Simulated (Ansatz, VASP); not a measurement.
**MoP2SeS (2H-MoSSe under blue phosphorene, AB): VASP beside Ansatz**

Wanted: the spread between two codes on one cell, functional and k mesh. The structure shown is the end of the Ansatz relaxation below.

Method: plane waves, with VASP 6.6.1 beside it; single point at LDA, in Ansatz 0.2.0.

## Step 1: The starting structure

The cell holds 5 atoms: 1 Se, 1 Mo, 1 S and 2 P. Cell: a = 3.200 Å, b = 3.200 Å, c = 39.266 Å, α = 90.0°, β = 90.0°, γ = 120.0°. Vacuum lies along c. The height across the vacuum is the one that the program set for its solve, not the one typed.

## Step 2: Ansatz: relaxation, LDA

Ansatz runs on its default PAW (the set named soft_2) files.

This run makes the geometry at which the two programs are then compared.

input.yaml reads:

```yaml
crystal:
  lattice:
    - [3.265, 0.0, 0.0]
    - [-1.6325, 2.8275729434, 0.0]
    - [0.0, 0.0, 25.7330713782]
  atoms:
    - { symbol: Se, position: [0.3333333333, 0.6666666667, 0.3497444929] }
    - { symbol: Mo, position: [0.0, 0.0, 0.4200208093] }
    - { symbol: S, position: [0.3333333333, 0.6666666667, 0.4816009405] }
    - { symbol: P, position: [0.0, 0.0, 0.6020684881] }
    - { symbol: P, position: [0.6666666667, 0.3333333333, 0.6502555071] }
  periodic: [true, true, false]
kpoints:
  mp_grid: { grid: [12, 12, 1] }
hamiltonian:
  xc: lda
scf:
  occupations: { method: fermi_dirac, width: 0.05 }
  convergence: { dr2_threshold: 1.0e-09 }
relax:
  f_tol: 0.004
  max_steps: 90
  cell: {}
output:
  write_potential: true
  write_density: true
  volumetric_format: npy
```

The run is started by

```bash
$ ansatz run input.yaml --threads 8 --pin off --max-ram 12288MiB --backend cpu --events-out ev --progress --plain --runs-dir out
```

Numbers of over 12 decimals in the logs are rounded to 6 here.

The program printed:

```text
Warning: crystal.periodic: the lattice vector that does not repeat stood 0.000° off the slab's normal, 25.733 Å along it as the deck builds it. The run solves the slab on a vector along the normal, 39.266 Å long, with every atom where it was (on the deck's vector they left 18.00 Å outside them, and the widest stretch free of ions among them is 3.10 Å). A fractional position that the run reports is one of the run's ce [...]
Warning: relax.cell: scf.convergence.dr2_threshold = 1e-9 eV is looser than the 1.59001814335e-10 eV advised for a relaxation that steers and ends on the stress (1e-10 eV for each atom of the cell: 5, times the square of relax.cell.stress_2d_tol = 0.05 N/m over 17.7 Å (the atoms' height at the walk's start and 5 Å past either face), 2.820e-2 GPa, over a crystal's default 0.05). What an SCF threshold leaves in a stress goes as its square root, and in the free energy as the threshold itself, and one threshold admits the most on a small cell: [figures from the program's tests cut] Set scf.convergence.dr2_threshold to 1.59001814335e-10 eV or tighter. [rest of the remark cut]
crystal.periodic: the lattice vector that does not repeat stood 0.000° off the slab's normal, 25.733 Å along it as the deck builds it. The run solves the slab on a vector along the normal, 39.266 Å long, with every atom where it was (on the deck's vector they left 18.00 Å outside them, and the widest stretch free of ions among them is 3.10 Å). A fractional position that the run reports is one of the run's cell, which [...]
Engine: ansatz 0.2.0, aarch64-unknown-linux-gnu
Pseudopotentials: kind: paw
Pseudopotential: Se, paw, valence charge 16, recommended cutoff 420 eV (normal), Se.paw.azcp
Pseudopotential: Mo, paw, valence charge 14, recommended cutoff 420 eV (normal), Mo.paw.azcp
Pseudopotential: S, paw, valence charge 6, recommended cutoff 420 eV (normal), S.paw.azcp
Pseudopotential: P, paw, valence charge 5, recommended cutoff 420 eV (normal), P.paw.azcp
Functional definition: SPW92
  exchange = slater_x
  correlation = pw_c
Crystal: 5 atoms, lattice volume = 362.506 Å³
Basis set: ecut = 420 eV, 7223 PW (Γ)
[...]
SCF iter   7: F=—  HF=-12549.897086 eV  |F-HF|=—  |Δ(HF+E_count)|=   3.80e-8  Δρ=2.57e-6  dr2=3.45e-8  ethr=7.48e-10  ⟨swp⟩=2.7  Hψ=767  notcnv=0
SCF iter   8: F=—  HF=-12549.897086 eV  |F-HF|=—  |Δ(HF+E_count)|=  9.28e-10  Δρ=1.16e-6  dr2=9.09e-9  ethr=7.50e-11  ⟨swp⟩=3.0  Hψ=1121  notcnv=0
SCF iter   9: F=—  HF=-12549.897086 eV  |F-HF|=—  |Δ(HF+E_count)|=  9.02e-10  Δρ=4.64e-7  dr2=1.51e-9  ethr=1.98e-11  ⟨swp⟩=3.2  Hψ=1127  notcnv=0
SCF iter  10: F=-12549.897086 eV  HF=-12549.897086 eV  |F-HF|=5.28e-11  |Δ(HF+E_count)|=  3.09e-11  Δρ=1.13e-7  dr2=1.22e-10  ethr=2.17e-12  ⟨swp⟩=11.8  Hψ=4226  notcnv=0
SCF 7 converged in 10 iterations: F = -12549.897086 eV  dr2 = 1.22e-10
relax step   7: F+E_penalty+E_count = -12549.89708566 eV  Δ(F+E_penalty+E_count) = -2.969e-5 eV  max|allowed force component| = 1.158e-3 eV/Å  Δτ_max = 0.0063 Å  P = -0.005 N/m  Ω = 348.274 Å³  energy of the carried Pulay correction = +7.735e-4 eV  fix = [c, alpha, beta]  reactions: c -0.000 N/m  (10 SCF iters, accepted)
Initial wavefunctions: pseudopotential atomic-orbital guess (no wavefunctions were taken with the density)
iter 1 solved again at ethr=1.21e-7 eV; its pass at ethr=3.10e-3 eV (dr2=5.56e-5 eV) is discarded
SCF iter   1: F=—  HF=-12549.896500 eV  |F-HF|=—  |Δ(HF+E_count)|=         —  Δρ=2.00e-5  dr2=1.49e-7  ethr=1.21e-7  ⟨swp⟩=6.3  Hψ=6970  notcnv=0
preconditioner: auto → Resta (q_TF=auto, 1.947 Å⁻¹)  ε∞=2.7  [insulator: Δε(μ)=0.920 eV  Ē_g=8.103 eV  σ=0.050 eV  W_gap=1.00  n_scr=24 (ndim 8)  ℏωp=10.5 eV  f_vac=0.712  D(μ)=0.00/eV (n_scr^D=0)  ε∞_Penn≈2.7  vacuum switching on, ρ_ref=4.8e-3 e/Å³]
SCF iter   2: F=—  HF=-12549.896414 eV  |F-HF|=—  |Δ(HF+E_count)|=   8.62e-5  Δρ=1.05e-5  dr2=5.04e-8  ethr=3.24e-10  ⟨swp⟩=4.2  Hψ=1514  notcnv=0
SCF iter   3: F=—  HF=-12549.896414 eV  |F-HF|=—  |Δ(HF+E_count)|=   6.91e-8  Δρ=3.00e-6  dr2=2.31e-8  ethr=1.10e-10  ⟨swp⟩=2.7  Hψ=964  notcnv=0
SCF iter   4: F=—  HF=-12549.896414 eV  |F-HF|=—  |Δ(HF+E_count)|=   4.33e-9  Δρ=1.66e-6  dr2=2.44e-8  ethr=5.03e-11  ⟨swp⟩=2.9  Hψ=949  notcnv=0
SCF iter   5: F=—  HF=-12549.896414 eV  |F-HF|=—  |Δ(HF+E_count)|=   2.08e-9  Δρ=7.27e-7  dr2=4.47e-9  ethr=5.03e-11  ⟨swp⟩=1.5  Hψ=610  notcnv=0
SCF iter   6: F=-12549.896414 eV  HF=-12549.896414 eV  |F-HF|=1.89e-10  |Δ(HF+E_count)|=  8.73e-11  Δρ=1.36e-7  dr2=2.23e-10  ethr=2.17e-12  ⟨swp⟩=12.8  Hψ=4828  notcnv=0
SCF 8 converged in 6 iterations: F = -12549.896414 eV  dr2 = 2.23e-10
relax step   8: F+E_penalty+E_count = -12549.89641393 eV  Δ(F+E_penalty+E_count) = +6.717e-4 eV  max|allowed force component| = 1.184e-3 eV/Å  Δτ_max = 0.0000 Å  P = -0.014 N/m  Ω = 348.274 Å³  fix = [c, alpha, beta]  reactions: c -0.000 N/m  stress off target by 1.38e-2 N/m on what of the cell is left free  SCF on the basis re-selected at this cell (its energy is not comparable with the rows above)  (6 SCF iters)
basis re-selected at this cell: Δ(F+E_penalty+E_count) = +6.717e-4 eV, ΔP = -0.009 N/m vs the last step (what re-selecting the basis moved, of the pressure what is left beyond the Pulay correction that the steps carried, after the strain that the cell walked since its last selection, with what the two solves' SCF thresholds leave and, on support functions, any second-order correction that the steps lacked; it is no m [...]
WARN: The output density's exchange-correlation potential varies sharply where the density is thin. Do not read a vacuum level from v_tot or v_xc, or from such a field of the output density. On a cell that repeats whose density bears no net charge and no dipole along the vacuum's axis use v_es (v_loc + v_h of the components); under efield.dipole_correction with no amplitude use v_es + v_field, which holds any externa [...]
SCF converged after 6 iterations
Free energy (F): -12549.896414 eV
Harris-Foulkes:  -12549.896414 eV  (|F-HF|=1.89e-10)
Internal energy: -12549.896409 eV  (E = F + TS)
E sigma→0 (E₀):  -12549.896411 eV
Entropy (-TS):   -0.000005 eV (-0.001 meV/atom)
Fermi energy:    -4.709017 eV
--- Per-component energies (eV) ---
  E_band       = -1221.497648
  E_kinetic    = 812.415765
  E_local      = -154527.987923  (includes V_loc(G=0)·N_el)
  E_nonlocal   = -340.768306
  E_hartree    = 76664.775192
  E_xc         = -506.129911
  E_vxc        = -538.594220  (∫ρ·V_xc dr)
  E_paw        = -6565.357996  (= ΣΔE_a)
  E_vpaw       = 43.886171  (= ΣTr[D̂ρ^β])
  E_aug_tail   = -0.000578  (compensation charges beyond the density's cutoff)
  E_ewald      = 71910.079269
  E_core_change = 3.078079  (= ΣΔE_core)
  E_smearing   = -0.000005  (= −TS)
  E_closure    = -0.000000  (closes the sum)
  Σ components = -12549.896414   (vs F -12549.896414, Δ=0.00e0)
--- Forces (eV/Å), atoms counted from 1 ---
  atom   1  Se     0.00000000    -0.00000000    -0.00050588
  atom   2  Mo    -0.00000000    -0.00000000     0.00118453
  atom   3  S      0.00000000    -0.00000000    -0.00095624
  atom   4  P      0.00000000     0.00000000     0.00086758
  atom   5  P     -0.00000000    -0.00000000    -0.00058803
  max |Σ_I F_I| component: 1.95e-6 eV/Å
--- 2D stress c σ (N/m, compression-positive) ---
       -0.013810       0.000000      -0.000000
        0.000000      -0.013810       0.000000
       -0.000000       0.000000      -0.000000
  P = ½ c Tr σ = -0.0138 N/m
--- Band table (eV; the first three rows and the last of 19) ---
  k-point 0: bands = ["-66.4996", "-53.4122", "-53.4122", "-53.3705", "-53.3705", "-53.3548", "-40.7509", "-40.4990", "-40.4990", "-20.5764", "-20.3158", "-18.9506", "-12.8939", "-11.4421", "-8.4243", "-8.4243", "-8.1131", "-7.1110", "-7.1110", "-6.7136", "-5.9304", "-5.9304", "-5.1484", "-2.9886", "-2.9886", "-2.5748", "-2.5748", "-1.8877"]
  k-point 1: bands = ["-66.4973", "-53.4122", "-53.4118", "-53.3707", "-53.3706", "-53.3546", "-40.7457", "-40.5239", "-40.5046", "-20.4584", "-20.2110", "-18.8989", "-12.7972", "-11.3280", "-8.7134", "-8.3402", "-8.2574", "-7.2536", "-7.0916", "-6.8668", "-6.6511", "-6.2068", "-5.2354", "-3.1473", "-2.9555", "-2.8946", "-2.6397", "-2.1953"]
  k-point 2: bands = ["-66.4908", "-53.4122", "-53.4107", "-53.3710", "-53.3707", "-53.3541", "-40.7316", "-40.5914", "-40.5199", "-20.1082", "-19.9098", "-18.7516", "-12.5387", "-11.0407", "-9.2825", "-8.7828", "-8.5496", "-8.1916", "-7.4927", "-7.1169", "-6.7926", "-6.5814", "-5.5799", "-3.6390", "-3.1207", "-3.1004", "-2.8983", "-2.3671"]
  k-point 18: bands = ["-66.4596", "-53.4088", "-53.4084", "-53.3725", "-53.3717", "-53.3515", "-40.7726", "-40.7279", "-40.6634", "-18.0988", "-17.8295", "-15.7625", "-15.7437", "-11.7015", "-11.3265", "-10.6452", "-10.0786", "-9.4475", "-9.0605", "-8.1239", "-7.7950", "-7.6640", "-5.9224", "-4.2281", "-4.0551", "-3.1770", "-2.3418", "-1.0141"]
  the weakly bound empty levels are not read free of the cell's end (no_gap_told)
--- Relaxed structure (7 steps of the walk, 7 accepted, 1 SCFs on fresh bases) ---
  F+E_penalty+E_count = -12549.89641393 eV   max|allowed force component| = 1.184e-3 eV/Å   (the final SCF, on the basis selected at the relaxed cell)
  cell:  # Å, volume = 348.2738 Å³
    - [3.200265, 0.0, 0]
    - [-1.600133, 2.771511, 0]
    - [0, 0, 39.266143]
  atoms:
    - { symbol: Se, position: [0.333333, 0.666667, 0.235087] }
    - { symbol: Mo, position: [1.8931418600916204e-17, 3.7007434153633356e-17, 0.277938] }
    - { symbol: S, position: [0.333333, 0.666667, 0.316573] }
    - { symbol: P, position: [7.404560667939923e-18, 3.7007434153633356e-17, 0.389767] }
    - { symbol: P, position: [0.666667, 0.333333, 0.421428] }
```

## Step 3: VASP: single point, LDA

The same cell, functional (in two slightly different forms), mesh and smearing now go to VASP, with its own data sets.

Lines of VASP's logs that name or quote its potential files are left out, and so is its time.

INCAR reads:

```
SYSTEM = MoP2SeS
PREC = Accurate
ENCUT = 400
EDIFF = 1E-06
NELM = 120
ISMEAR = -1
SIGMA = 0.05
LREAL = .FALSE.
ALGO = Normal
GGA = PW92
NBANDS = 24
LASPH = .TRUE.
LORBIT = 11
LWAVE = .FALSE.
LCHARG = .FALSE.
ISIF = 2
LDIPOL = .TRUE.
IDIPOL = 3
DIPOL = 0.5 0.5 0.328
LVHAR = .TRUE.
GGA_COMPAT = .FALSE.
EFERMI = MIDGAP
NELMDL = -8
KPAR = 2
```

POSCAR reads:

```
MoP2SeS
1.0
    3.2002652404      0.0000000000      0.0000000000
   -1.6001326202      2.7715109971      0.0000000000
    0.0000000000      0.0000000000     39.2661427567
Se Mo S P
1 1 1 2
Direct
    0.3333333333      0.6666666667      0.2350874057
    1.0000000000      0.0000000000      0.2779384491
    0.3333333333      0.6666666667      0.3165732628
    1.0000000000      0.0000000000      0.3897669526
    0.6666666666      0.3333333334      0.4214276284
```

KPOINTS reads:

```
Automatic mesh
0
Gamma
12 12 1
0 0 0
```

Potentials, in the order of the species: Se, Mo_sv, S and P (LDA family, release 64).

The run is started by

```bash
$ mpirun -np 2 vasp_std
```

The program printed:

```text
[banner, memory and clock lines left out]
running    2 mpi-ranks, on    1 nodes
 distrk:  each k-point on    1 cores,    2 groups
 distr:  one band on    1 cores,    1 groups

 POSCAR found type information on POSCAR SeMoS P
 POSCAR found :  4 types and       5 ions
|                                                                             |
|               ----> ADVICE to this user running VASP <----                  |
|                                                                             |
|     You enforced a specific xc type in the INCAR file but a different       |
|     [... a line on the potential file left out ...]
|     I HOPE YOU KNOW WHAT YOU ARE DOING!                                     |
|                                                                             |

 LDA part: xc-table for (Slater(with rela. corr.)+PW92), standard interpolation
 POSCAR, INCAR and KPOINTS ok, starting setup
 FFT: planning ... GRIDC
 FFT: planning ... GRID_SOFT
 FFT: planning ... GRID
 WAVECAR not read
 entering main loop
       N       E                     dE             d eps       ncg     rms          rms(c)
DAV:   1     0.207017974912E+03    0.20702E+03   -0.14824E+04  1216   0.927E+02
DAV:   2    -0.164992287293E+02   -0.22352E+03   -0.21742E+03  1256   0.214E+02
DAV:   3    -0.363368370226E+02   -0.19838E+02   -0.19669E+02  1184   0.626E+01
DAV:   4    -0.367586072404E+02   -0.42177E+00   -0.41945E+00  1248   0.104E+01
DAV:   5    -0.367697709267E+02   -0.11164E-01   -0.11156E-01  1216   0.156E+00
DAV:   6    -0.367702362245E+02   -0.46530E-03   -0.46524E-03  1360   0.278E-01
DAV:   7    -0.367702470655E+02   -0.10841E-04   -0.10840E-04  1272   0.361E-02
DAV:   8    -0.367702474034E+02   -0.33796E-06   -0.33806E-06  1016   0.515E-03    0.238E+01
DAV:   9    -0.357539961458E+02    0.10163E+01   -0.59502E+00  1080   0.175E+01    0.863E+00
DAV:  10    -0.356153541966E+02    0.13864E+00   -0.35430E+00  1024   0.134E+01    0.648E+00
DAV:  11    -0.353691483894E+02    0.24621E+00   -0.73571E-01  1008   0.666E+00    0.149E+00
DAV:  12    -0.353688117069E+02    0.33668E-03   -0.57211E-02  1160   0.138E+00    0.748E-01
DAV:  13    -0.353653102939E+02    0.35014E-02   -0.13049E-02  1120   0.923E-01    0.193E-01
DAV:  14    -0.353654028983E+02   -0.92604E-04   -0.33536E-03  1096   0.326E-01    0.977E-02
[...]
DAV:  20    -0.353658697514E+02   -0.72433E-04   -0.10898E-05   984   0.923E-03    0.285E-03
DAV:  21    -0.353659070551E+02   -0.37304E-04   -0.12838E-06   896   0.340E-03    0.141E-03
DAV:  22    -0.353659226890E+02   -0.15634E-04   -0.58661E-07   784   0.213E-03    0.844E-04
DAV:  23    -0.353659391216E+02   -0.16433E-04   -0.37562E-07   776   0.152E-03    0.584E-04
DAV:  24    -0.353659473535E+02   -0.82319E-05   -0.20496E-07   712   0.128E-03    0.327E-04
DAV:  25    -0.353659487818E+02   -0.14283E-05   -0.30560E-08   608   0.612E-04    0.157E-04
DAV:  26    -0.353659510891E+02   -0.23073E-05   -0.39856E-08   616   0.475E-04    0.794E-05
DAV:  27    -0.353659514792E+02   -0.39016E-06   -0.37744E-09   480   0.197E-04
   1 F= -.35365951E+02 E0= -.35365949E+02  d E =-.423032E-05
```

(Continued in part 2 of 2.)

[Lines on the potential files, build, host, timing and source positions are cut from VASP's logs without a mark.]

[Logs are printed without paths, hosts, clocks, repeated set-up lines and the standing remarks that a program may print on its own settings, such as how far it seeks lower states.]

[Hosts, paths, dates, database ids (printed as entryN), source tags and the programs' standing remarks are cut or masked in the printed files.]
